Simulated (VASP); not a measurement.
**LaSi2Ru2 under strain**

How does the pressure of LaSi2Ru2 answer to a change of volume? The bands are shown for each cell. All runs use PBEsol. Left out of this account: 1 further run (self-consistent run: a reference on another mesh). The start is a cell from a database of measured crystal structures.

Calculated with VASP 6.6.1; PBEsol; plane waves and PAW (La, Si, Ru_pv).

The database entry behind the starting cell has ideal inner coordinates that were not refined, so it need not match the best structure at ambient conditions.

**1. The starting structure**

Symmetry: I4/mmm, No. 139, tetragonal system. Conventional cell: a = 4.220 Å, b = 4.220 Å, c = 9.951 Å, α = 90.00°, β = 90.00°, γ = 90.00°. Nearest to La lie 10 Si at 3.23 to 3.73 Å and 8 Ru at 3.26 Å. Nearest to Si lie 4 Ru at 2.45 Å and 1 Si at 2.49 Å and 5 La at 3.23 to 3.73 Å. Ru has 4 Si at 2.45 Å and 4 Ru at 2.98 Å and 4 La at 3.26 Å nearest. Farther neighbours are not listed.

Coordinates:

```cif
data_structure
_symmetry_space_group_name_H-M 'P 1'
_symmetry_Int_Tables_number 1
_cell_length_a 4.2196
_cell_length_b 4.2196
_cell_length_c 5.8014
_cell_angle_alpha 111.326
_cell_angle_beta 111.326
_cell_angle_gamma 90.000
_cell_volume 88.59
loop_
_atom_site_label
_atom_site_type_symbol
_atom_site_fract_x
_atom_site_fract_y
_atom_site_fract_z
_atom_site_occupancy
La1 La 0.00000 0.00000 0.00000 1
Si2 Si 0.62500 0.62500 0.25000 1
Si3 Si 0.37500 0.37500 0.75000 1
Ru4 Ru 0.75000 0.25000 0.50000 1
Ru5 Ru 0.25000 0.75000 0.50000 1
```

**2. Bands, cell as listed**

The mesh alone shows little of the dispersion and can miss band extrema, so KPOINTS_OPT adds a path through the symmetry points after the self-consistent cycle. PBEsol restores the gradient expansion of exchange and is tuned for the cells of solids.

File INCAR:

```
SYSTEM = LaSi2Ru2
PREC = Accurate
ENCUT = 400
EDIFF = 1E-06
NELM = 100
ISMEAR = -1
SIGMA = 0.05
LREAL = .FALSE.
ALGO = Normal
GGA = PS
NBANDS = 38
LASPH = .TRUE.
LORBIT = 11
LWAVE = .FALSE.
LCHARG = .FALSE.
KPAR = 4
```

File POSCAR:

```
LaSi2Ru2
1.0
   -4.2196000000      0.0000000000      0.0000000000
    0.0000000000      4.2196000000      0.0000000000
    2.1098000000     -2.1098000000     -4.9753000000
La Si Ru
1 2 2
Direct
    0.0000000000      0.0000000000      0.0000000000
    0.6250000000      0.6250000000      0.2500000000
    0.3750000000      0.3750000000      0.7500000000
    0.7500000000      0.2500000000      0.5000000000
    0.2500000000      0.7500000000      0.5000000000
```

File KPOINTS:

```
Automatic mesh
0
Gamma
8 8 8
0 0 0
```

File KPOINTS_OPT:

```
Line mode
16
Line-mode
Reciprocal
  0.00000000   0.00000000   0.00000000 GAMMA
  0.50000000   0.50000000  -0.50000000 X

  0.50000000   0.50000000  -0.50000000 X
  0.58991125   0.41008875  -0.50000000 Y

  0.58991125   0.41008875  -0.50000000 Y
  0.58991125   0.00000000  -0.29495562 S

  0.58991125   0.00000000  -0.29495562 S
  0.00000000   0.00000000   0.00000000 GAMMA

  0.00000000   0.00000000   0.00000000 GAMMA
  0.00000000   0.00000000   0.50000000 Z

  0.00000000   0.00000000   0.50000000 Z
  0.41008875   0.00000000   0.29495562 S1

  0.41008875   0.00000000   0.29495562 S1
  0.50000000   0.00000000   0.00000000 N

  0.50000000   0.00000000   0.00000000 N
  0.50000000   0.50000000  -0.25000000 P

  0.50000000   0.50000000  -0.25000000 P
  0.41008875   0.41008875   0.08991125 Y1

  0.41008875   0.41008875   0.08991125 Y1
  0.00000000   0.00000000   0.50000000 Z

  0.50000000   0.50000000  -0.50000000 X
  0.50000000   0.50000000  -0.25000000 P
```

PAW data sets: La, Si and Ru_pv (PBE family, release 64).

Run with:

```console
$ mpirun -np 4 vasp_std
```

The program printed:

```text
[banner, memory and clock lines left out]
running    4 mpi-ranks, on    1 nodes
 distrk:  each k-point on    1 cores,    4 groups
 distr:  one band on    1 cores,    1 groups

 POSCAR found type information on POSCAR LaSiRu
 POSCAR found :  3 types and       5 ions
|                                                                             |
|               ----> ADVICE to this user running VASP <----                  |
|                                                                             |
|     You enforced a specific xc type in the INCAR file but a different       |
|     [... a line on the potential file left out ...]
|     I HOPE YOU KNOW WHAT YOU ARE DOING!                                     |
|                                                                             |

 LDA part: xc-table for (Slater+PW92), standard interpolation
 POSCAR, INCAR and KPOINTS ok, starting setup
 FFT: planning ... GRIDC
 FFT: planning ... GRID_SOFT
 FFT: planning ... GRID
 WAVECAR not read
 entering main loop
       N       E                     dE             d eps       ncg     rms          rms(c)
DAV:   1     0.362566890068E+03    0.36257E+03   -0.19348E+04  5822   0.137E+03
DAV:   2    -0.457833142614E+01   -0.36715E+03   -0.32728E+03  4874   0.333E+02
DAV:   3    -0.411891530842E+02   -0.36611E+02   -0.32631E+02  5604   0.977E+01
DAV:   4    -0.435061971949E+02   -0.23170E+01   -0.22823E+01  7786   0.232E+01
DAV:   5    -0.435690558671E+02   -0.62859E-01   -0.62701E-01  6234   0.286E+00    0.196E+01
DAV:   6    -0.430966544168E+02    0.47240E+00   -0.19659E+01  6504   0.251E+01    0.802E+00
DAV:   7    -0.414902913474E+02    0.16064E+01   -0.61452E+00  6574   0.144E+01    0.465E+00
DAV:   8    -0.414176768752E+02    0.72614E-01   -0.46449E-01  6616   0.328E+00    0.116E+00
DAV:   9    -0.414088025920E+02    0.88743E-02   -0.50757E-02  6994   0.135E+00    0.402E-01
DAV:  10    -0.414079666284E+02    0.83596E-03   -0.71796E-03  6384   0.480E-01    0.139E-01
DAV:  11    -0.414079730935E+02   -0.64651E-05   -0.82792E-04  7720   0.185E-01    0.721E-02
DAV:  12    -0.414080204925E+02   -0.47399E-04   -0.19244E-04  7038   0.615E-02    0.296E-02
DAV:  13    -0.414080328193E+02   -0.12327E-04   -0.92795E-05  7494   0.446E-02    0.118E-02
DAV:  14    -0.414080347592E+02   -0.19400E-05   -0.10692E-05  7578   0.164E-02    0.820E-03
DAV:  15    -0.414080371782E+02   -0.24189E-05   -0.26034E-05  5678   0.157E-02    0.689E-03
DAV:  16    -0.414080372872E+02   -0.10900E-06   -0.30445E-06  6296   0.886E-03
   1 F= -.41408037E+02 E0= -.41394611E+02  d E =-.268522E-01
 Start KPOINTS_OPT (optional k-point list driver)
k-point batch [1-59\176]
       N       E                     dE             ncg
DAV:   1     0.632410352555E+04   -0.55068E+05     5918
DAV:   2    -0.150903841775E+05   -0.21414E+05     4900
DAV:   3    -0.170573117723E+05   -0.19669E+04     5642
DAV:   4    -0.171834952150E+05   -0.12618E+03     7792
DAV:   5    -0.171863325621E+05   -0.28373E+01     5970
DAV:   6    -0.171865707846E+05   -0.23822E+00     7888
DAV:   7    -0.171865751415E+05   -0.43568E-02     6118
DAV:   8    -0.171865753368E+05   -0.19537E-03     7714
DAV:   9    -0.171865753515E+05   -0.14704E-04     3636
DAV:  10    -0.171865753526E+05   -0.10350E-05     3402
DAV:  11    -0.171865753528E+05   -0.18778E-06     3076
[...]
k-point batch [119-176\176]
       N       E                     dE             ncg
DAV:   1     0.712713720014E+04   -0.66813E+05     5812
DAV:   2    -0.137231311398E+05   -0.20850E+05     4846
DAV:   3    -0.156583538519E+05   -0.19352E+04     5570
DAV:   4    -0.157790187445E+05   -0.12066E+03     7606
DAV:   5    -0.157822609408E+05   -0.32422E+01     6172
DAV:   6    -0.157825024768E+05   -0.24154E+00     7720
DAV:   7    -0.157825059785E+05   -0.35017E-02     6060
DAV:   8    -0.157825061156E+05   -0.13712E-03     7402
DAV:   9    -0.157825061223E+05   -0.66716E-05     3708
DAV:  10    -0.157825061229E+05   -0.58815E-06     3250
```

Run time: 2.2 min. Hardware: 4 MPI ranks of Intel Xeon Platinum 8488C (Sapphire Rapids), shared host; peak memory 1.4 GiB.

The logs omit lines about the potential files and the build; timing stands in the text.

From OUTCAR (step 2):

```text
ion  position               nearest neighbor table
   1  0.000  0.000  0.000-   2 3.23   2 3.23   2 3.23   2 3.23   3 3.23   3 3.23   3 3.23   3 3.23
                             5 3.26   4 3.26   5 3.26   4 3.26   4 3.26   5 3.26   5 3.26   4 3.26
   2  0.625  0.625  0.250-   5 2.45   4 2.45   4 2.45   5 2.45   3 2.49   1 3.23   1 3.23   1 3.23
                             1 3.23
   3  0.375  0.375  0.750-   4 2.45   5 2.45   5 2.45   4 2.45   2 2.49   1 3.23   1 3.23   1 3.23
                             1 3.23
   4  0.750  0.250  0.500-   3 2.45   2 2.45   3 2.45   2 2.45   5 2.98   5 2.98   5 2.98   5 2.98
                             1 3.26   1 3.26   1 3.26   1 3.26
   5  0.250  0.750  0.500-   3 2.45   2 2.45   3 2.45   2 2.45   4 2.98   4 2.98   4 2.98   4 2.98
                             1 3.26   1 3.26   1 3.26   1 3.26

  LATTYP: Found a body centered tetragonal cell.
 ALAT       =     4.2196000000
 C/A-ratio  =     2.3581856100

 Subroutine GETGRP returns: Found 16 space group operations
 (whereof 16 operations were pure point group operations)

The static configuration has the point symmetry D_4h.

 Found     59 irreducible k-points:

   k-points           NKPTS =     59   k-points in BZ     NKDIM =     59   number of bands    NBANDS=     38

   dimension x,y,z NGX =    28 NGY =   28 NGZ =   40
   dimension x,y,z NGXF=    56 NGYF=   56 NGZF=   80

   ENCUT  =  400.0 eV  29.40 Ry    5.42 a.u.   6.88  6.88  9.46*2*pi/ulx,y,z

   NELECT =      47.0000    total number of electrons

 k-points in reciprocal lattice and weights: Automatic mesh
   0.00000000  0.00000000  0.00000000       0.002
   0.12500000  0.00000000 -0.00000000       0.016
   0.25000000  0.00000000 -0.00000000       0.016
   0.37500000  0.00000000 -0.00000000       0.016
   0.50000000  0.00000000 -0.00000000       0.008
   0.12500000  0.12500000 -0.00000000       0.016
   0.25000000  0.12500000 -0.00000000       0.031
   0.37500000  0.12500000 -0.00000000       0.031
   0.50000000  0.12500000  0.00000000       0.031
[...]
0.12500000  0.12500000  0.37500000       0.008
   0.00000000  0.00000000  0.50000000       0.002

 average (electrostatic) potential at core
       1 -93.4389       2 -78.7237       3 -78.7237       4 -69.1029       5 -69.1029

 E-fermi :   9.7706

 k-point     1 :       0.0000    0.0000    0.0000
  band No.  band energies     occupation
    ...
     20       8.7333      2.00000
     21       9.1107      2.00000
     22       9.3251      1.99973
     23       9.4219      1.99813
     24       9.4219      1.99813
     25       9.8980      0.14514
     26      11.1714      0.00000
     27      11.5550      0.00000
     28      11.5550      0.00000
     29      12.6085      0.00000
    ...

 k-point     2 :       0.1250    0.0000   -0.0000
  band No.  band energies     occupation
    ...
     20       8.8131      2.00000
     21       9.1580      1.99999
     22       9.2780      1.99989
     23       9.3645      1.99941
     24       9.5459      1.97792
     25       9.8441      0.37413
     26      11.2019      0.00000
     27      11.4266      0.00000
     28      11.6144      0.00000
     29      12.6356      0.00000
    ...

 k-point     3 :       0.2500    0.0000   -0.0000
  band No.  band energies     occupation
    ...
     20       8.7124      2.00000
     21       8.9142      2.00000
     22       9.0623      2.00000
     23       9.1554      1.99999
     24       9.3910      1.99899
     25      10.3559      0.00002
     26      10.8037      0.00000
     27      11.8343      0.00000
     28      11.8441      0.00000
     29      12.7219      0.00000
    ...

  Total       -3.7689068     -3.7689068     -3.4358159      0.0000000      0.0000000      0.0000000
  in kB      -68.1654246    -68.1654246    -62.1410565      0.0000000      0.0000000      0.0000000
  external PRESSURE =     -66.1573019 kB  Pullay stress =       0.0000000 kB

  energy-cutoff  :      400.00
  volume of cell :       88.59
      direct lattice vectors                 reciprocal lattice vectors
    -4.219600000  0.000000000  0.000000000    -0.236989288  0.000000000 -0.100496452
     0.000000000  4.219600000  0.000000000     0.000000000  0.236989288 -0.100496452
     2.109800000 -2.109800000 -4.975300000     0.000000000  0.000000000 -0.200992905

 POSITION                                       TOTAL-FORCE (eV/Angst)
 -----------------------------------------------------------------------------------
      0.00000      0.00000      0.00000        -0.000000      0.000000      0.000000
     -2.10980      2.10980     -1.24382        -0.000000      0.000000     -1.682773
      0.00000      0.00000     -3.73147        -0.000000      0.000000      1.682773
     -2.10980      0.00000     -2.48765        -0.000000     -0.000000     -0.000000
      0.00000      2.10980     -2.48765         0.000000     -0.000000      0.000000
 -----------------------------------------------------------------------------------
    total drift:                               -0.000000      0.000000     -0.000000

  FREE ENERGIE OF THE ION-ELECTRON SYSTEM (eV)
  ---------------------------------------------------
  free  energy   TOTEN  =       -41.4080372872 eV

  energy  without entropy=      -41.3811851322  energy(sigma->0) =      -41.39461121

 total charge
# of ion       s       p       d       f       tot
--------------------------------------------------
    1        2.049   5.633   0.741   0.149   8.572
    2        0.755   0.900   0.000   0.000   1.655
    3        0.755   0.900   0.000   0.000   1.655
    4        0.339   6.245   6.121   0.000  12.705
    5        0.339   6.245   6.121   0.000  12.705
--------------------------------------------------
tot          4.238  19.921  12.984   0.149  37.292

[... 3 further parts left out ...]
```

This run has no spin polarisation. Its electron count is odd, so without a moment it is a metal by construction. Spin-orbit coupling is off here; with elements this heavy it splits and shifts levels by tenths of an eV or more. The cell is typed on its shortest vectors, so the axes of tensors and the coordinates of k-points follow the printed cell and not the standard setting. The PAW data sets were made with PBE, which is usual practice but a small mismatch for other functionals. At this level the cell is under a tension of 6.6 GPa, so at these settings it is away from equilibrium.

Numbers from this step:

- SCF cycles: 16
- electrons: 47
- bands: 38
- irreducible k-points: 59
- symmetry operations: 16
- free energy (TOTEN): -41.41 eV
- energy at zero smearing: -41.39 eV
- Fermi energy: 9.771 eV
- pressure: -6.616 GPa
- metallic: yes

Electronic bands along the path, in eV, zero at the Fermi level; # counts the bands kept, so #1 is VASP's band 11:

```
          point    #11    #12    #13    #14    #15   #16   #17   #18
              Γ  -0.66  -0.45  -0.35  -0.35   0.13  1.40  1.78  1.78
0.53 of the way  -0.92  -0.89  -0.69   0.04   0.05  1.14  1.86  2.60
              X  -1.22  -0.72  -0.57  -0.51  -0.04  1.74  1.95  2.61
0.53 of the way  -1.28  -0.97  -0.57  -0.19  -0.04  1.74  1.95  2.64
              Y  -1.44  -1.17  -0.57   0.00   0.18  1.75  1.97  2.70
0.53 of the way  -1.69  -1.21  -0.77   0.32   1.08  1.65  2.37  2.72
              S  -1.48  -1.22  -1.16   0.81   0.86  1.42  2.68  2.70
0.47 of the way  -1.24  -0.91  -0.90   0.02   0.26  0.92  2.01  2.24
              Γ  -0.66  -0.45  -0.35  -0.35   0.13  1.40  1.78  1.78
0.47 of the way  -0.02   0.06   0.06   0.09   0.96  1.40  2.24  2.24
              Z   0.09   0.62   0.62   0.97   1.40  2.37  2.54  2.70
0.47 of the way  -0.54  -0.33  -0.03   1.32   1.48  2.34  2.36  2.63
             S1  -1.48  -1.22  -1.16   0.81   0.86  1.42  2.68  2.70
0.47 of the way  -1.46  -1.45  -1.23   0.17   0.72  1.71  2.68  2.72
              N  -1.52  -1.41  -1.06  -0.46   0.60  2.04  2.70  2.79
0.47 of the way  -1.45  -1.03  -0.93  -0.33   0.68  1.87  2.16  2.70
              P  -1.19  -0.54  -0.54  -0.37  -0.37  1.86  1.86  2.64
0.47 of the way  -1.22  -0.85  -0.56  -0.23  -0.15  1.78  1.93  2.64
             Y1  -1.44  -1.17  -0.57   0.00   0.18  1.75  1.97  2.70
0.53 of the way  -1.07  -0.58  -0.51   1.54   1.71  2.08  2.49  2.58
              Z   0.09   0.62   0.62   0.97   1.40  2.37  2.54  2.70
      jump to X  -1.22  -0.72  -0.57  -0.51  -0.04  1.74  1.95  2.61
0.47 of the way  -1.20  -0.63  -0.56  -0.52  -0.12  1.77  1.93  2.62
              P  -1.19  -0.54  -0.54  -0.37  -0.37  1.86  1.86  2.64
```

Of the projections kept (La, Si, Ru), the largest for each band there; the rest of the weight can lie on other orbitals:

| point | #11 | #12 | #13 | #14 | #15 | #16 | #17 | #18 |
| --- | --- | --- | --- | --- | --- | --- | --- | --- |
| Γ | Ru 0.85 | La 0.77 | Ru 0.69 | Ru 0.69 | Ru 0.97 | Ru 1.00 | La 0.67 | La 0.67 |
| X | Ru 0.85 | Ru 0.53 | Ru 0.98 | Ru 0.98 | Ru 0.71 | Ru 0.87 | Ru 0.92 | La 0.85 |
| Y | Ru 0.89 | Ru 0.89 | Ru 0.98 | Ru 0.74 | Ru 0.75 | Ru 0.88 | Ru 0.82 | La 0.85 |
| S | Ru 0.91 | Ru 0.97 | Ru 0.98 | Ru 0.56 | Ru 0.68 | Ru 0.49 | La 0.89 | La 0.82 |
| Γ | Ru 0.85 | La 0.77 | Ru 0.69 | Ru 0.69 | Ru 0.97 | Ru 1.00 | La 0.67 | La 0.67 |
| Z | Ru 1.00 | Ru 0.77 | Ru 0.77 | La 0.47 | Ru 1.00 | Ru 0.75 | La 0.97 | La 0.94 |

Force by atom:

```csv
atom,x (eV/Å),y (eV/Å),z (eV/Å),size
La1,0.00,0.00,0.00,0.00
Si2,0.00,0.00,-1.68,1.68
Si3,0.00,0.00,1.68,1.68
Ru4,0.00,0.00,0.00,0.00
Ru5,0.00,0.00,0.00,0.00
```

There is no gap at this level.

(Continued in part 2 of 4.)

[Lines on the potential files, build, host, timing and source positions are cut from VASP's logs without a mark.]

[Logs are printed without paths, hosts, clocks, repeated set-up lines and the standing remarks that a program may print on its own settings, such as how far it seeks lower states.]

[Hosts, paths, dates, database ids (printed as entryN), source tags and the programs' standing remarks are cut or masked in the printed files.]

[A measured line is paired with the nearest computed mode of its activity, which favours agreement.]

[In band tables of VASP the shares of atoms and orbitals are scaled to a sum of 1 inside the atoms' spheres.]
